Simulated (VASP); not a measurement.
# Be27NO in VASP: further runs, part 2 of 2

VASP 6.6.1. Earlier steps stand in the parts before.

## (3) Single point, PBE

Input file INCAR:

```
PREC     = Accurate       # precision mode
ENCUT    = 520            # plane-wave cutoff, eV
EDIFF    = 1E-7           # SCF threshold, eV
ISMEAR   = -1             # smearing method
SIGMA    = 0.05           # smearing width, eV
LREAL    = Auto         
LASPH    = True           # aspherical terms in the spheres
NELM     = 80             # most SCF steps
ALGO     = Fast           # electronic algorithm
ISIF     = 2              # what is computed and relaxed
LWAVE    = False          # write WAVECAR
LCHARG   = False          # write CHGCAR
GGA      = PE             # functional
NBANDS   = 52             # bands
```

Input file KPOINTS:

```
regular mesh
0
Gamma
  3 3 1
```

Input file POSCAR:

```
Be27NO
1.0
    6.8700000000      0.0000000000      0.0000000000
    3.4350000000      5.9495950000      0.0000000000
    0.0000000000      0.0000000000     17.5884300000
Be N O
27 1 1
Direct
    0.0000000000      0.0000000000      0.0568555579
    0.3333333333      0.0000000000      0.0568555579
    0.6666666667      0.0000000000      0.0568555579
   -0.0000001401      0.3333336135      0.0568555579
    0.3333331933      0.3333336135      0.0568555579
    0.6666665266      0.3333336135      0.0568555579
   -0.0000002801      0.6666672269      0.0568555579
    0.3333330532      0.6666672269      0.0568555579
    0.6666663865      0.6666672269      0.0568555579
   -0.1045449015      0.2362513751      0.1697138403
    0.2176056653      0.2296794992      0.1696342425
    0.5751323245      0.2189056566      0.1677068391
   -0.0985338682      0.5421041264      0.1624079011
    0.2450752855      0.5531973185      0.1563641553
    0.5518990403      0.5598700416      0.1626125811
   -0.1079298084      0.8735888745      0.1642045367
    0.2304632188      0.8832365901      0.1701516281
    0.5547936671      0.8907328986      0.1628002045
   -0.0088878370      0.0037145386      0.2753400957
    0.3172858734      0.0150934643      0.2796838604
    0.6697986084     -0.0110091527      0.2682729499
   -0.0008849347      0.3400231444      0.2755390902
    0.3548291048      0.3242573654      0.2810540793
    0.6661149157      0.3383087420      0.2782226725
    0.0155758151      0.6636081952      0.2707916511
    0.3422710451      0.6560110394      0.2757721980
    0.6766078937      0.6598264252      0.2652539198
    0.8125116015      0.7745401158      0.3341344281
    0.8496747285      0.7385544730      0.3999674786
```

Potentials or basis: VASP PAW PBE potentials, release 64 (Be, N, O).

On the command line:

```
cat potpaw_PBE.64/Be/POTCAR potpaw_PBE.64/N/POTCAR potpaw_PBE.64/O/POTCAR > POTCAR
mpirun -np 1 vasp_std > vasp.out
```

OUTCAR:

```text
PREC = Accurate
   ENCUT = 520
   EDIFF = 1E-7
   ISMEAR = -1
   LREAL = Auto
   LASPH = True
   NELM = 80
   ISIF = 2
   GGA = PE

 ion  position               nearest neighbor table
   1  0.000  0.000  0.057-   7 2.29   8 2.29   2 2.29   3 2.29   4 2.29   6 2.29  16 2.35
   2  0.333  0.000  0.057-  18 2.28   8 2.29   9 2.29   1 2.29   3 2.29   4 2.29   5 2.29  17 2.38

   3  0.667  0.000  0.057-  18 2.28   7 2.29   9 2.29   1 2.29   2 2.29   6 2.29   5 2.29  16 2.32
                            12 2.35
   4  1.000  0.333  0.057-  13 2.23   6 2.29   5 2.29   9 2.29   7 2.29   2 2.29   1 2.29  10 2.32
                            11 2.37
   5  0.333  0.333  0.057-  14 2.19   6 2.29   4 2.29   8 2.29   7 2.29   3 2.29   2 2.29  11 2.37
[... 29 lines left out ...]
  20  0.317  0.015  0.280-  22 2.21  23 2.26  19 2.28  11 2.32  17 2.33  21 2.35  26 2.39
  21  0.670  0.989  0.268-  28 1.74  27 2.24  12 2.24  23 2.25  18 2.25  16 2.26  19 2.26  25 2.31
                            20 2.35
  22  0.999  0.340  0.276-  20 2.21  27 2.21  10 2.23  11 2.27  25 2.28  24 2.29  13 2.32  19 2.34

  23  0.355  0.324  0.281-  24 2.19  26 2.24  21 2.25  20 2.26  25 2.34  12 2.39
[... 236 lines left out ...]
 k-point     1 :       0.0000    0.0000    0.0000
  band No.  band energies     occupation
      1     -26.6506      2.00000
      2     -15.0582      2.00000
      3     -10.8942      2.00000
      4      -9.5652      2.00000
      5      -9.2830      2.00000
      6      -9.2648      2.00000
[... 224 lines left out ...]
     43       2.2239      0.00000
     44       2.5219      0.00000
 [bands above 44 left out]

------------------------ aborting loop because EDIFF is reached ----------------------------------------

  FORCE on cell =-STRESS in cart. coord.  units (eV):
  Direction    XX          YY          ZZ          XY          YZ          ZX
  --------------------------------------------------------------------------------------
  -------------------------------------------------------------------------------------
  Total      -19.7706490    -20.1130817     -0.0346128      0.9102476      0.1628246     -1.6566586
  in kB      -44.0616031    -44.8247612     -0.0771393      2.0286115      0.3628769     -3.6920909
  external PRESSURE =     -29.6545012 kB  Pullay stress =       0.0000000 kB

 VOLUME and BASIS-vectors are now :
 -----------------------------------------------------------------------------
  energy-cutoff  :      520.00
  volume of cell :      718.90
      direct lattice vectors                 reciprocal lattice vectors
     6.870000000  0.000000000  0.000000000     0.145560408 -0.084039334  0.000000000
     3.435000000  5.949595000  0.000000000     0.000000000  0.168078668  0.000000000
     0.000000000  0.000000000 17.588430000     0.000000000  0.000000000  0.056855558

 POSITION                                       TOTAL-FORCE (eV/Angst)
 -----------------------------------------------------------------------------------
      0.00000      0.00000      1.00000        -0.053418      0.026121      0.196179
      2.29000      0.00000      1.00000        -0.018901      0.038307      0.137986
      4.58000      0.00000      1.00000         0.077506      0.134731      0.279602
      8.01500      1.98320      1.00000         0.053392     -0.101515      0.067681
      3.43500      1.98320      1.00000        -0.047848     -0.268016      0.042741
      5.72500      1.98320      1.00000         0.131895     -0.087082      0.154554
[... 21 lines left out ...]
      8.24250      4.60820      5.87690        -0.692082      0.586383     -4.068861
      8.37420      4.39410      7.03480        -0.075913     -0.193363      4.701918
 -----------------------------------------------------------------------------------
    total drift:                               -0.000874     -0.000388      0.007351

  FREE ENERGIE OF THE ION-ELECTRON SYSTEM (eV)
  ---------------------------------------------------
  free  energy   TOTEN  =      -105.3800155914 eV

  energy  without entropy=     -105.3144517398  energy(sigma->0) =     -105.34723367
```

stdout:

```text
POSCAR found type information on POSCAR BeN O
 POSCAR found :  3 types and      29 ions
 scaLAPACK will be used
 LDA part: xc-table for (Slater+PW92), standard interpolation
 POSCAR, INCAR and KPOINTS ok, starting setup
 FFT: planning ... GRIDC
 FFT: planning ... GRID_SOFT
 FFT: planning ... GRID
 WAVECAR not read
 entering main loop
```

Run time: 21 min. Hardware: 1 thread of AMD EPYC 7R43 (Zen 3), shared host; peak memory 0.79 GiB.

What came out:

```
Free energy            : -105.3800 eV
Largest force          : 4.707 eV/Å
Band gap on the k mesh : none (metal or under the smearing width)
```

Forces on the atoms (eV/Å):
```
Be  -0.053  0.026  0.196
Be  -0.019  0.038  0.138
Be   0.078  0.135  0.280
Be   0.053 -0.102  0.068
Be  -0.048 -0.268  0.043
Be   0.132 -0.087  0.155
Be   0.085 -0.115  0.208
Be   0.204  0.284 -0.117
Be   0.041 -0.033  0.137
Be  -0.394 -0.288 -0.177
Be   0.260 -0.213 -0.141
Be  -0.246 -0.466 -0.084
Be   0.226  0.551  0.079
Be  -0.840  0.232  0.898
Be   0.222 -0.059  0.197
Be  -0.100  0.352 -0.106
Be  -0.019 -0.140 -0.155
Be   0.371  0.198  0.238
Be   0.548  0.045 -0.413
Be   0.028 -0.399 -0.536
Be   0.038  0.532  0.494
Be   0.130 -0.481 -0.245
Be  -0.556  0.355 -0.522
Be   0.166 -0.041 -0.344
Be   0.721 -0.805 -1.066
Be   0.126  0.249 -0.207
Be  -0.387  0.106  0.352
N   -0.692  0.586 -4.069
O   -0.076 -0.193  4.702
```

Levels at points of the mesh, in eV from the Fermi level:
| k point | band 28 | band 29 | band 30 | band 31 | band 32 | band 33 | band 34 | band 35 | band 36 | band 37 |
| --- | --- | --- | --- | --- | --- | --- | --- | --- | --- | --- |
| (0.00, 0.00, 0.00) | -0.45 | -0.42 | -0.18 | -0.14 | 0.22 | 0.34 | 0.90 | 0.97 | 1.07 | 1.19 |

Caveat: the standard files for N, O and F lose accuracy on very short bonds; an odd number of electrons without spin polarisation forces a metal; a magnetic or distorted state may lie lower.

## (4) Single point, PBE

Input file INCAR:

```
SYSTEM = Be27NO
  PREC = Accurate
  ENCUT = 520
  EDIFF = 1E-6
  ISMEAR = -1
  SIGMA = 0.05
  LREAL = Auto
  LASPH = .TRUE.
  NELM = 60
  ALGO = Fast
  ISIF = 2
  LWAVE = .FALSE.
  LCHARG = .FALSE.
  GGA = PE
  NBANDS = 52
```

Input file KPOINTS:

```
Automatic mesh
0
G
  3 3 1
  0 0 0
```

Input file POSCAR:

```
Be27NO
1.0
    6.8700000000      0.0000000000      0.0000000000
    3.4350000000      5.9495950000      0.0000000000
    0.0000000000      0.0000000000     17.5884300000
Be N O
27 1 1
Direct
    0.0000000000      0.0000000000      0.0568555579
    0.3333333333      0.0000000000      0.0568555579
    0.6666666667      0.0000000000      0.0568555579
   -0.0000001401      0.3333336135      0.0568555579
    0.3333331933      0.3333336135      0.0568555579
    0.6666665266      0.3333336135      0.0568555579
   -0.0000002801      0.6666672269      0.0568555579
    0.3333330532      0.6666672269      0.0568555579
    0.6666663865      0.6666672269      0.0568555579
   -0.1257401112      0.2179139925      0.1661546824
    0.2197883085      0.2075267308      0.1666663824
    0.5411949941      0.2413945823      0.1641419956
   -0.1119149862      0.5502055182      0.1599119421
    0.2126377577      0.5500374395      0.1665413002
    0.5424748839      0.5408435364      0.1524752351
   -0.1055735946      0.8816566506      0.1602871888
    0.2161775361      0.8909345930      0.1625216122
    0.5503704317      0.8737569532      0.1575296942
    0.0005872849     -0.0090930559      0.2662602631
    0.3350752859     -0.0067735703      0.2651800075
    0.6510181259     -0.0038994251      0.2621098074
    0.0136533965      0.3061721008      0.2760962747
    0.3356834621      0.3166097860      0.2683696043
    0.6610029016      0.3323755651      0.2682786354
    0.0089488730      0.6651881347      0.2574817650
    0.3184705819      0.6611374388      0.2729180490
    0.6399994512      0.6598264252      0.2602733729
    0.7881377035      0.7361845638      0.3250489100
    0.7567767308      0.7270578922      0.3918769327
```

On the command line:

```
cat potpaw_PBE.64/Be/POTCAR potpaw_PBE.64/N/POTCAR potpaw_PBE.64/O/POTCAR > POTCAR
mpirun -np 1 vasp_std > vasp.out
```

Run time: 21 min. Hardware: 1 thread of AMD EPYC 7R43 (Zen 3), shared host; peak memory 0.77 GiB.

The run converged. Its results:

```yaml
Free_energy: -105.4125 eV
Largest_force: 2.835 eV/Å
Band_gap_on_the_k_mesh: none (metal or under the smearing width)
```

Forces in eV/Å, atoms in the order of the input:
```
Be  -0.067  0.027 -0.133
Be  -0.109  0.023 -0.098
Be  -0.062  0.104  0.101
Be  -0.031 -0.136  0.061
Be  -0.195  0.044  0.045
Be   0.029 -0.406 -0.297
Be   0.032 -0.127  0.041
Be  -0.377  0.168 -0.249
Be  -0.077 -0.152 -0.121
Be   0.087  0.182 -0.302
Be   0.445  0.281 -0.450
Be  -0.091 -0.901 -0.160
Be  -0.062  0.297  0.025
Be  -0.077 -0.157 -0.787
Be   0.969  0.429  1.107
Be  -0.344 -0.164  0.032
Be   0.078 -0.225  0.028
Be   0.074  0.234  0.288
Be   0.061  0.337  0.025
Be  -0.591 -0.105  0.162
Be   0.527 -0.275  0.123
Be  -0.370  0.342 -0.635
Be   0.038  0.517  0.019
Be  -0.259 -0.089  0.025
Be  -0.970 -0.085  1.502
Be   0.679 -0.246 -0.336
Be   0.342 -0.201 -0.031
N    0.202  0.294 -2.812
O    0.120 -0.014  2.830
```

Levels at points of the mesh, in eV from the Fermi level:
```
           k point  band 29  band 30  band 31  band 32  band 33  band 34  band 35  band 36
(0.00, 0.00, 0.00)    -0.62    -0.30    -0.09     0.10     0.39     0.79     0.83     0.90
```

Caveat: the standard files for N, O and F lose accuracy on very short bonds; an odd number of electrons without spin polarisation forces a metal; a magnetic or distorted state may lie lower.
